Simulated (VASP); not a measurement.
Consider the following.

```
CELL_PARAMETERS angstrom
      3.78949     0.00000     0.00000
      0.00000     3.78949     0.00000
      0.00000     0.00000     3.78949
ATOMIC_POSITIONS crystal
  W  0.00000 0.00000 0.00000
  O  0.50000 0.00000 0.00000
  O  0.00000 0.00000 0.50000
  O  0.00000 0.50000 0.00000
```

Level of theory: LDA (Ceperley-Alder, Perdew-Zunger), VASP's LDA PAW potentials (set 64) (plane waves; VASP 6.6.1). Settings: 520 eV cut-off, 7×7×7 Γ-centred mesh, tetrahedra with Blöchl corrections, potentials W_sv O.

The cores are frozen, which limits the accuracy of field gradients.

Question: Give the principal components of the electric field gradient (V/Å²) and the asymmetry η at each nucleus.

Answer: 
```tsv
atom	Vxx	Vyy	Vzz	η
W1	0.0	0.0	0.0	-
O2	-10.4	-10.4	20.9	0.00
O3	-10.4	-10.4	20.9	0.00
O4	-10.4	-10.4	20.9	0.00
```

The structure was generated: WO3 was put into the ReO3 type (Pm-3m), which need not be its known phase. It was relaxed first.
